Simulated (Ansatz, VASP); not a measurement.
**Cross-check of Ti2C9O4 (C(100)/TiO2(101) interface) between VASP and Ansatz**

Aim: how closely do two programs agree when they are given the same cell, functional and k mesh? The structure shown is the start of the Ansatz relaxation below; VASP solves that cell, so the two are compared at the walk's first step.

Method: plane waves, with VASP 6.6.1 beside it; single point at LDA, in Ansatz 0.2.0.

**1. Starting point**

The cell holds 120 atoms: 72 C, 16 Ti and 32 O. Cell: a = 10.239 Å, b = 7.570 Å, c = 23.581 Å, α = 90.0°, β = 90.0°, γ = 90.0°. Diamond-structure C(100), 3 repeat layers, 12 surface cells, strained +1.49 and +0.04 %; anatase TiO2(101), 2 layers, 2 cells, +0.00 and +0.00 %; outer planes 1.29 A apart above; (so at first; earlier steps may have moved the atoms), displaced by a Gaussian of 0.02 A. Vacuum lies along c.

**2. Ansatz: relaxation, LDA**

Ansatz runs on its default PAW (the set named soft_2) files.

The two programs are compared at the cell with which this relaxation starts, whose forces are those of its first step.

The input, input.yaml:

```yaml
crystal:
  lattice:
    - [10.2393, 0.0, 0.0]
    - [0.0, 7.57, 0.0]
    - [0.0, 0.0, 23.58071]
  atoms:
    - { symbol: C, position: [0.74716, 0.669, 0.25503] }
    - { symbol: C, position: [0.62618, 0.33047, 0.29072] }
    - { symbol: C, position: [0.6247, 0.50235, 0.32765] }
    - { symbol: C, position: [0.74999, 0.50158, 0.36699] }
    - { symbol: C, position: [0.74831, 0.33484, 0.40488] }
    - { symbol: C, position: [0.62311, 0.66644, 0.44259] }
    - { symbol: C, position: [0.74804, 0.3354, 0.255] }
    - { symbol: C, position: [0.62051, 0.99873, 0.2922] }
    - { symbol: C, position: [0.62637, 0.16823, 0.33087] }
    - { symbol: C, position: [0.74745, 0.16362, 0.36719] }
    - { symbol: C, position: [0.748, 0.00427, 0.40513] }
    - { symbol: C, position: [0.62534, 0.33969, 0.44183] }
    - { symbol: C, position: [0.74871, 0.99991, 0.25382] }
    - { symbol: C, position: [0.62541, 0.6644, 0.29134] }
    - { symbol: C, position: [0.62371, 0.83754, 0.33071] }
    - { symbol: C, position: [0.74846, 0.82986, 0.367] }
    - { symbol: C, position: [0.75058, 0.66913, 0.40438] }
    - { symbol: C, position: [0.6227, 0.99929, 0.44306] }
    - { symbol: C, position: [0.49768, 0.66934, 0.25337] }
    - { symbol: C, position: [0.37477, 0.33511, 0.2926] }
    - { symbol: C, position: [0.37134, 0.49863, 0.32932] }
    - { symbol: C, position: [0.49938, 0.50504, 0.36733] }
    - { symbol: C, position: [0.49967, 0.33465, 0.40364] }
    - { symbol: C, position: [0.37434, 0.66618, 0.44238] }
    - { symbol: C, position: [0.49668, 0.33381, 0.25419] }
    - { symbol: C, position: [0.37064, 0.99689, 0.29119] }
    - { symbol: C, position: [0.37266, 0.165, 0.32985] }
    - { symbol: C, position: [0.5002, 0.16353, 0.36655] }
    - { symbol: C, position: [0.49972, 0.99792, 0.405] }
    - { symbol: C, position: [0.37662, 0.33037, 0.44153] }
[... 84 atom lines left out ...]
    - { symbol: O, position: [0.75628, 0.18454, 0.74588] }
    - { symbol: O, position: [0.25543, 0.44073, 0.7454] }
    - { symbol: O, position: [0.8965, 0.44094, 0.68232] }
    - { symbol: O, position: [0.39236, 0.18944, 0.68443] }
    - { symbol: O, position: [0.6822, 0.19001, 0.64608] }
    - { symbol: O, position: [0.18262, 0.4395, 0.64465] }
kpoints:
  mp_grid: { grid: [1, 2, 1] }
hamiltonian:
  xc: lda
scf:
  occupations: { method: fermi_dirac, width: 0.025 }
output:
  forces: true
relax:
  f_tol: 0.03
  max_steps: 70
```

The run is started by

```
ansatz run input.yaml --threads 4 --pin off --max-ram 8192MiB --backend cpu --events-out ev --progress --plain --runs-dir out
```

Numbers of over 12 decimals in the logs are rounded to 6 here.

Output:

```text
Engine: ansatz 0.2.0, aarch64-unknown-linux-gnu
Pseudopotentials: kind: paw
Pseudopotential: C, paw, valence charge 4, recommended cutoff 420 eV (normal), C.paw.azcp
Pseudopotential: Ti, paw, valence charge 12, recommended cutoff 420 eV (normal), Ti.paw.azcp
Pseudopotential: O, paw, valence charge 6, recommended cutoff 420 eV (normal), O.paw.azcp
Functional definition: SPW92
  exchange = slater_x
  correlation = pw_c
Crystal: 120 atoms, lattice volume = 1827.776 Å³
Basis set: ecut = 420 eV, 35757 PW (Γ)
Bands: 456, of which v1, the nominal top of the filled ones, is band 336 counted from 1 (335 counted from 0)
Symmetry: 1 space group operations
Space group: P1 (ITA 1), of the structure as read, at distance tolerance 1.2e-4 Å
k-points: 2
Non-local potential: C, projectors of the file, l = 0: 2, l = 1: 2, l = 2: 1
Non-local potential: Ti, projectors of the file, l = 0: 3, l = 1: 2, l = 2: 3, l = 3: 1
Non-local potential: O, projectors of the file, l = 0: 2, l = 1: 2, l = 2: 1
PAW form: soft (Blöchl's): semilocal exchange-correlation on the pseudo side does not see the compensation charge
PAW frozen core: C, regenerated for the run's functional, and the local potential with it (the file was generated under x = pbe(κ = 0.804, μ = 0.219515), c = pbe(β = 0.066725))
PAW frozen core: Ti, regenerated for the run's functional, and the local potential with it (the file was generated under x = pbe(κ = 0.804, μ = 0.219515), c = pbe(β = 0.066725))
PAW frozen core: O, regenerated for the run's functional, and the local potential with it (the file was generated under x = pbe(κ = 0.804, μ = 0.219515), c = pbe(β = 0.066725))
PAW one-centre angular grid: C, 110 points (default); XC on 64 Gauss nodes
PAW one-centre angular grid: Ti, 590 points (default); XC on 64 Gauss nodes
PAW one-centre angular grid: O, 110 points (default); XC on 64 Gauss nodes
Initial density: superposition of atomic densities (neutral atoms: chi_scale 0, normalization atom), corrected by the library's trained network
Initial wavefunctions: pseudopotential atomic-orbital guess
Functional: x = slater, c = lda
SCF iter   1: F=—  HF=-74439.006564 eV  |F-HF|=—  |Δ(HF+E_count)|=         —  Δρ=2.11e-2  dr2=4.47e1  ethr=1.77e-3  ⟨swp⟩=7.0  Hψ=3951  notcnv=0  defer=176
preconditioner: auto → LDOS  [metal: Δε(μ)=0.029 eV  Ē_g=11.152 eV  σ=0.025 eV  W_gap=0.26  n_scr=382 (ndim 8)  ℏωp=20.3 eV  f_vac=0.417  D(μ)=28.08/eV (n_scr^D=132)  β→1.0]
SCF iter   2: F=—  HF=-74439.344897 eV  |F-HF|=—  |Δ(HF+E_count)|=   3.38e-1  Δρ=2.60e-2  dr2=1.42e1  ethr=1.77e-3  ⟨swp⟩=2.0  Hψ=1598  notcnv=0  defer=213
SCF iter   3: F=—  HF=-74436.965052 eV  |F-HF|=—  |Δ(HF+E_count)|=    2.38e0  Δρ=7.77e-3  dr2=1.67e0  ethr=1.77e-3  ⟨swp⟩=3.0  Hψ=1917  notcnv=0  defer=208
SCF iter   4: F=—  HF=-74436.882982 eV  |F-HF|=—  |Δ(HF+E_count)|=   8.21e-2  Δρ=6.65e-3  dr2=1.14e0  ethr=2.49e-4  ⟨swp⟩=4.5  Hψ=1456  notcnv=0  defer=208
SCF iter   5: F=—  HF=-74436.764403 eV  |F-HF|=—  |Δ(HF+E_count)|=   1.19e-1  Δρ=3.67e-3  dr2=3.66e-1  ethr=1.70e-4  ⟨swp⟩=3.0  Hψ=1587  notcnv=0  defer=200
SCF iter   6: F=—  HF=-74436.733249 eV  |F-HF|=—  |Δ(HF+E_count)|=   3.12e-2  Δρ=2.06e-3  dr2=1.18e-1  ethr=5.44e-5  ⟨swp⟩=3.5  Hψ=1265  notcnv=0  defer=200
SCF iter   7: F=—  HF=-74436.723165 eV  |F-HF|=—  |Δ(HF+E_count)|=   1.01e-2  Δρ=1.23e-3  dr2=3.72e-2  ethr=1.75e-5  ⟨swp⟩=2.0  Hψ=1570  notcnv=0  defer=200
SCF iter   8: F=—  HF=-74436.720032 eV  |F-HF|=—  |Δ(HF+E_count)|=   3.13e-3  Δρ=8.13e-4  dr2=1.57e-2  ethr=5.53e-6  ⟨swp⟩=2.5  Hψ=1174  notcnv=0  defer=200
SCF iter   9: F=—  HF=-74436.720080 eV  |F-HF|=—  |Δ(HF+E_count)|=   4.75e-5  Δρ=5.61e-4  dr2=7.88e-3  ethr=2.33e-6  ⟨swp⟩=2.5  Hψ=1182  notcnv=0  defer=200
SCF iter  10: F=—  HF=-74436.719623 eV  |F-HF|=—  |Δ(HF+E_count)|=   4.57e-4  Δρ=3.20e-4  dr2=2.94e-3  ethr=1.17e-6  ⟨swp⟩=2.0  Hψ=1367  notcnv=0  defer=200
SCF iter  11: F=—  HF=-74436.719613 eV  |F-HF|=—  |Δ(HF+E_count)|=   9.77e-6  Δρ=1.76e-4  dr2=9.47e-4  ethr=4.37e-7  ⟨swp⟩=2.0  Hψ=1190  notcnv=0  defer=200
SCF iter  12: F=—  HF=-74436.719707 eV  |F-HF|=—  |Δ(HF+E_count)|=   9.38e-5  Δρ=1.04e-4  dr2=3.40e-4  ethr=1.41e-7  ⟨swp⟩=3.0  Hψ=1184  notcnv=0  defer=200
SCF iter  13: F=—  HF=-74436.719757 eV  |F-HF|=—  |Δ(HF+E_count)|=   4.99e-5  Δρ=6.42e-5  dr2=1.19e-4  ethr=5.06e-8  ⟨swp⟩=2.5  Hψ=1228  notcnv=0  defer=200
SCF iter  14: F=—  HF=-74436.719763 eV  |F-HF|=—  |Δ(HF+E_count)|=   6.18e-6  Δρ=4.11e-5  dr2=4.88e-5  ethr=1.78e-8  ⟨swp⟩=3.0  Hψ=1231  notcnv=0  defer=200
SCF iter  15: F=-74436.719756 eV  HF=-74436.719765 eV  |F-HF|=9.56e-6  |Δ(HF+E_count)|=   2.03e-6  Δρ=2.51e-5  dr2=1.65e-5  ethr=3.35e-9  ⟨swp⟩=4.0  Hψ=2587  notcnv=0
SCF 1 converged in 15 iterations: F = -74436.719756 eV  dr2 = 1.65e-5
[...]
- { symbol: C, position: [0.595260, 0.674732, 0.296823] }
    - { symbol: C, position: [0.595828, 0.823826, 0.344744] }
    - { symbol: C, position: [0.720776, 0.820858, 0.381497] }
    - { symbol: C, position: [0.720301, 0.635370, 0.410998] }
    - { symbol: C, position: [0.591971, 1.012614, 0.445571] }
    - { symbol: C, position: [0.470339, 0.735943, 0.269401] }
    - { symbol: C, position: [0.346155, 0.324987, 0.282878] }
    - { symbol: C, position: [0.343094, 0.502344, 0.327356] }
    - { symbol: C, position: [0.465742, 0.490076, 0.361722] }
    - { symbol: C, position: [0.470924, 0.327190, 0.398416] }
    - { symbol: C, position: [0.345090, 0.614140, 0.444484] }
    - { symbol: C, position: [0.473038, 0.297730, 0.256718] }
    - { symbol: C, position: [0.346383, 0.977413, 0.296877] }
    - { symbol: C, position: [0.348098, 0.152346, 0.325946] }
    - { symbol: C, position: [0.474830, 0.161496, 0.363043] }
    - { symbol: C, position: [0.473992, 1.014678, 0.409347] }
    - { symbol: C, position: [0.346853, 0.297560, 0.433621] }
    - { symbol: C, position: [0.471260, -0.082961, 0.270094] }
    - { symbol: C, position: [0.344262, 0.676246, 0.296789] }
    - { symbol: C, position: [0.345026, 0.827054, 0.344559] }
    - { symbol: C, position: [0.469869, 0.823868, 0.380359] }
    - { symbol: C, position: [0.467466, 0.643148, 0.412814] }
    - { symbol: C, position: [0.349999, 1.067425, 0.443030] }
    - { symbol: C, position: [0.220380, 0.738489, 0.269350] }
[...]
- { symbol: C, position: [0.967587, 0.011509, 0.412631] }
    - { symbol: C, position: [0.847197, 0.357049, 0.433675] }
    - { symbol: C, position: [0.969920, -0.080885, 0.269775] }
    - { symbol: C, position: [0.846238, 0.676028, 0.296646] }
    - { symbol: C, position: [0.845209, 0.825653, 0.344843] }
    - { symbol: C, position: [0.969895, 0.829363, 0.380407] }
    - { symbol: C, position: [-0.026217, 0.638897, 0.409194] }
    - { symbol: C, position: [0.846319, 0.037914, 0.445755] }
    - { symbol: Ti, position: [0.550531, 0.960971, 0.532816] }
    - { symbol: Ti, position: [1.050196, 0.688216, 0.532607] }
    - { symbol: Ti, position: [0.760422, 0.708040, 0.560948] }
    - { symbol: Ti, position: [0.260199, 0.940896, 0.560571] }
    - { symbol: O, position: [0.735749, 0.955029, 0.551535] }
    - { symbol: O, position: [0.237489, 0.693129, 0.549717] }
    - { symbol: O, position: [0.928348, 0.703407, 0.595846] }
    - { symbol: O, position: [0.428076, 0.945978, 0.595590] }
    - { symbol: O, position: [0.082652, 0.936512, 0.539114] }
    - { symbol: O, position: [0.581833, 0.712203, 0.539409] }
    - { symbol: O, position: [0.867400, 0.663851, 0.494599] }
    - { symbol: O, position: [0.366938, 0.987898, 0.494355] }
    - { symbol: Ti, position: [0.397351, 0.950124, 0.678480] }
    - { symbol: Ti, position: [0.897109, 0.698872, 0.678720] }
    - { symbol: Ti, position: [0.624523, 0.698879, 0.703200] }
    - { symbol: Ti, position: [0.124511, 0.949960, 0.702995] }
    - { symbol: O, position: [0.576721, 0.951061, 0.708557] }
    - { symbol: O, position: [0.076447, 0.698058, 0.709336] }
    - { symbol: O, position: [0.780332, 0.699510, 0.738574] }
    - { symbol: O, position: [0.280490, 0.950459, 0.738261] }
    - { symbol: O, position: [0.933451, 0.950351, 0.680808] }
    - { symbol: O, position: [0.433305, 0.698509, 0.680860] }
    - { symbol: O, position: [0.713943, 0.694330, 0.639594] }
    - { symbol: O, position: [0.213680, 0.952075, 0.639223] }
    - { symbol: Ti, position: [0.560237, 0.456334, 0.522793] }
    - { symbol: Ti, position: [1.059589, 0.193053, 0.522444] }
    - { symbol: Ti, position: [0.762270, 0.203315, 0.560832] }
    - { symbol: Ti, position: [0.260714, 0.445410, 0.561767] }
    - { symbol: O, position: [0.730869, 0.450648, 0.549131] }
    - { symbol: O, position: [0.230525, 0.198923, 0.549180] }
    - { symbol: O, position: [0.931849, 0.194468, 0.587476] }
    - { symbol: O, position: [0.431394, 0.453215, 0.587425] }
    - { symbol: O, position: [0.077780, 0.446849, 0.542918] }
    - { symbol: O, position: [0.578398, 0.202539, 0.542584] }
    - { symbol: O, position: [0.851336, 0.209636, 0.476081] }
    - { symbol: O, position: [0.350251, 0.446186, 0.475834] }
    - { symbol: Ti, position: [0.398738, 0.450106, 0.676602] }
    - { symbol: Ti, position: [0.898683, 0.198838, 0.676289] }
    - { symbol: Ti, position: [0.625704, 0.200380, 0.701913] }
    - { symbol: Ti, position: [0.125362, 0.449067, 0.702599] }
    - { symbol: O, position: [0.576712, 0.448053, 0.708861] }
    - { symbol: O, position: [0.077051, 0.200818, 0.708611] }
    - { symbol: O, position: [0.782825, 0.199203, 0.736222] }
    - { symbol: O, position: [0.282942, 0.448608, 0.736577] }
    - { symbol: O, position: [0.934861, 0.448464, 0.679288] }
    - { symbol: O, position: [0.434641, 0.200667, 0.678989] }
    - { symbol: O, position: [0.719342, 0.204910, 0.638027] }
    - { symbol: O, position: [0.218794, 0.447695, 0.638532] }
```

**3. VASP: single point, LDA, start cell**

The same cell, functional (in two slightly different forms), mesh and smearing now go to VASP, with its own data sets.

Lines of VASP's logs that name or quote its potential files are left out, and so is its time.

The input, INCAR:

```
SYSTEM = Ti2C9O4
PREC = Accurate
ENCUT = 520
EDIFF = 1E-06
NELM = 120
ISMEAR = -1
SIGMA = 0.025
LREAL = Auto
ALGO = Normal
GGA = PW92
NBANDS = 432
LASPH = .TRUE.
LORBIT = 11
LWAVE = .FALSE.
LCHARG = .FALSE.
ISIF = 2
GGA_COMPAT = .FALSE.
KPAR = 2
NCORE = 2
```

The input, POSCAR:

```
Ti2C9O4
1.0
   10.2393000000      0.0000000000      0.0000000000
    0.0000000000      7.5700000000      0.0000000000
    0.0000000000      0.0000000000     23.5807100000
C Ti O
72 16 32
Direct
    0.7471604504      0.6689960370      0.2550304889
    0.6261756175      0.3304755614      0.2907206780
    0.6247009073      0.5023513871      0.3276491675
    0.7499926753      0.5015852048      0.3669906462
    0.7483128730      0.3348348745      0.4048817869
    0.6231090016      0.6664464993      0.4425905751
    0.7480394168      0.3354029062      0.2550008036
    0.6205111678      0.9987318362      0.2922007013
    0.6263709433      0.1682298547      0.3308721408
    0.7474534392      0.1636195509      0.3671899616
    0.7480003516      0.0042668428      0.4051319914
    0.6253357163      0.3396961691      0.4418314801
    0.7487132909      0.9999075297      0.2538218739
    0.6254138466      0.6643989432      0.2913398282
    0.6237145117      0.8375429326      0.3307109922
    0.7484593673      0.8298546896      0.3669991277
    0.7505786528      0.6691281374      0.4043813778
    0.6226988173      0.9992866579      0.4430612988
    0.4976805055      0.6693394980      0.2533681132
    0.3747717129      0.3351122853      0.2925993323
    0.3713437442      0.4986261559      0.3293200247
    0.4993798404      0.5050462351      0.3673299065
    0.4996728292      0.3346499339      0.4036392458
    0.3743419960      0.6661822985      0.4423785374
    0.4966843437      0.3338044914      0.2541908195
    0.3706405711      0.9968956407      0.2911914018
    0.3726621937      0.1649933950      0.3298501190
    0.5002002090      0.1635270806      0.3665496077
    0.4997216607      0.9979260238      0.4050005280
    0.3766175422      0.3303698811      0.4415303865
[... 84 atom lines left out ...]
    0.7562821677      0.1845442536      0.7458808492
    0.2554276171      0.4407265522      0.7454016440
    0.8964968308      0.4409379128      0.6823204221
    0.3923608059      0.1894451783      0.6844280770
    0.6821950719      0.1900132100      0.6460789349
    0.1826199057      0.4394980185      0.6446498006
```

The input, KPOINTS:

```
Automatic mesh
0
Gamma
1 2 1
0 0 0
```

PAW data sets: C, Ti_sv and O (LDA family, release 64).

The run is started by

```
mpirun -np 16 vasp_std
```

Output:

```text
[banner, memory and clock lines left out]
running   16 mpi-ranks, on    1 nodes
[...]
|                                                                             |
|               ----> ADVICE to this user running VASP <----                  |
|                                                                             |
|     You enforced a specific xc type in the INCAR file but a different       |
|     [... a line on the potential file left out ...]
|     I HOPE YOU KNOW WHAT YOU ARE DOING!                                     |
|                                                                             |

 LDA part: xc-table for (Slater(with rela. corr.)+PW92), standard interpolation
 POSCAR, INCAR and KPOINTS ok, starting setup
[...]
entering main loop
       N       E                     dE             d eps       ncg     rms          rms(c)
DAV:   1     0.746995660640E+04    0.74700E+04   -0.32890E+05  1776   0.152E+03
DAV:   2     0.550579425982E+01   -0.74645E+04   -0.70180E+04  1984   0.435E+02
DAV:   3    -0.114402146980E+04   -0.11495E+04   -0.11195E+04  2176   0.177E+02
DAV:   4    -0.125004161820E+04   -0.10602E+03   -0.10538E+03  2536   0.490E+01
[...]
DAV:  35    -0.109868232905E+04   -0.50409E-05   -0.19922E-07  1208   0.458E-04    0.262E-04
DAV:  36    -0.109868233233E+04   -0.32797E-05   -0.23806E-07  1232   0.414E-04    0.177E-04
DAV:  37    -0.109868233323E+04   -0.90516E-06   -0.79704E-08  1120   0.304E-04
   1 F= -.10986823E+04 E0= -.10986556E+04  d E =-.533895E-01
```

Parts of OUTCAR (step 3):

```text
  FREE ENERGIE OF THE ION-ELECTRON SYSTEM (eV)
  ---------------------------------------------------
  free  energy   TOTEN  =     -1098.6823332345 eV

  energy  without entropy=    -1098.6289437315  energy(sigma->0) =    -1098.65563848
```

This run has no spin polarisation, so a moment on Ti, if there is one, isn't seen.

**4. Side by side**

Known differences besides the potentials themselves: the cutoff is 420 eV in Ansatz and 520 eV in VASP (PREC = Accurate, projectors in real space); VASP's log shows a relativistic correction to its local exchange, Ansatz's none. Total energies have different zeros and are not compared.

Forces on 9 of the 120 atoms, those with the largest forces and the largest differences (eV/Å; atoms numbered as in POSCAR):

```csv
atom,"Ansatz x, y, z","VASP x, y, z"
C30,"-4.360, -0.842, -0.743","-4.354, -0.856, -0.758"
C36,"-4.773, 0.779, -1.573","-4.715, 0.833, -1.705"
C60,"-3.461, -0.736, -0.360","-3.386, -0.760, -0.510"
Ti80,"3.807, -0.048, -1.742","3.776, -0.007, -1.656"
Ti87,"4.133, 0.068, -1.954","4.118, 0.089, -1.886"
Ti88,"3.174, 0.342, -2.587","3.155, 0.358, -2.527"
O95,"3.452, -0.346, -0.879","3.354, -0.323, -0.766"
O111,"2.426, 1.180, -2.887","2.391, 1.163, -2.947"
O112,"3.376, -1.585, -2.563","3.363, -1.562, -2.613"
```

The forces differ by 27 meV/Å r.m.s., which is 2.0 % of the r.m.s. force of 1.355 eV/Å (both taken over all components).

**5. Outcome**

```json
{
  "r.m.s. force difference (single point, LDA, start cell)": "2.0 % of the r.m.s. force"
}
```

What this shows: The r.m.s. force difference is 2.0 % of the r.m.s. force (single point, LDA, start cell), within the 3 % picked in this series as the mark of a large difference. 1 further run of this series is not shown here. How closely two codes agree says nothing of how well the functional describes the real material.

[Lines on the potential files, build, host, timing and source positions are cut from VASP's logs without a mark.]

[Logs are printed without paths, hosts, clocks, repeated set-up lines and the standing remarks that a program may print on its own settings, such as how far it seeks lower states.]

[Hosts, paths, dates, database ids (printed as entryN), source tags and the programs' standing remarks are cut or masked in the printed files.]
